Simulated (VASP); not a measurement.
Write the native input for VASP 6.6.1 that does the following.

```yaml
Task: single point
Functional: PBEsol
Potentials_or_basis: VASP PAW PBE potentials, release 64 (Ta_pv, Si, O)
Cutoff: 520 eV
k_mesh: 6 × 6 × 6
Occupations: gaussian, width 0.1 eV
Spin: no spin polarisation
Further_INCAR_settings: ALGO = Normal; EDIFF = 1e-06
```

The structure of Ta2SiO3 lies in POSCAR:

```
Ta2SiO3
1.0
    5.0296480000      0.0000000000      0.0000000000
   -0.1282800000      5.0429150000      0.0000000000
   -0.1706150000     -0.4030530000      6.7212720000
Ta Si O
4 2 6
Direct
    0.9735420000      0.2702360000      0.1865180000
    0.4845440000      0.7161270000      0.2056970000
    0.0264580000      0.7297640000      0.8134820000
    0.5154560000      0.2838730000      0.7943030000
    0.2456680000      0.4883960000      0.4924540000
    0.7543320000      0.5116040000      0.5075460000
    0.7104440000      0.0141470000      0.2695090000
    0.2005530000      0.9600510000      0.1415590000
    0.7538190000      0.5289120000      0.0174680000
    0.2895560000      0.9858530000      0.7304910000
    0.7994470000      0.0399490000      0.8584410000
    0.2461810000      0.4710880000      0.9825320000
```

The cell was built by a generator and needn't be a form met in nature.

The input as run:

INCAR

```
ALGO = Normal ; EDIFF = 1E-6
ENCUT = 520 ; GGA = PS
ISIF = 2 ; ISMEAR = 0
KPAR = 4 ; LASPH = True
LCHARG = False ; LREAL = False
LWAVE = False ; NELM = 60
PREC = Accurate ; SIGMA = 0.1
```

KPOINTS

```
k-points
0
Gamma
  6 6 6
```

Potentials or basis: VASP PAW PBE potentials, release 64 (Ta_pv, Si, O).

Run with:

```console
$ cat potpaw_PBE.64/Ta_pv/POTCAR potpaw_PBE.64/Si/POTCAR potpaw_PBE.64/O/POTCAR > POTCAR
$ mpirun -np 4 vasp_std > vasp.out
```

It gave:

```
Pressure               : -5.4 GPa
Largest force          : 0.322 eV/Å
Band gap on the k mesh : none (metal or under the smearing width)
```

Caveat: the PAW data sets were made with another functional, which shifts forces and pressure a little.

Wall time 2.9 min on 4 MPI ranks on AMD EPYC 9R45 (Zen 5), on a shared host, peak memory 0.77 GiB a rank.
